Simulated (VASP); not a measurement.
Here is the system:

```
CELL_PARAMETERS angstrom
      1.27521    -2.20874     0.00000
      1.27521     2.20874     0.00000
      0.00000     0.00000     4.21845
ATOMIC_POSITIONS crystal
  B  0.66667 0.33333 0.50033
  B  0.33333 0.66667 0.00033
  N  0.66667 0.33333 0.87467
  N  0.33333 0.66667 0.37467
```

All values below come from revTPSS meta-GGA, VASP's PBE PAW potentials (set 64) (plane waves; VASP). Run with 520 eV cut-off, 11×11×6 Γ-centred mesh, tetrahedra with Blöchl corrections, potentials B N.

**Question.** What does the run give for the energy per atom (σ→0), band gap (over mesh and band path) with the smallest direct gap where there is one?

**Answer.** 
```
Property                                               Result
---------------------------------------------  --------------
band gap (over mesh and band path)                    5.06 eV
smallest direct gap (over mesh and band path)         8.41 eV
energy per atom (σ→0)                          -9.953 eV/atom
```

The absolute energy has meaning only against runs of the same code, potentials and settings.

The compound is BN in the wurtzite structure, a metastable high-pressure form. It was relaxed first.
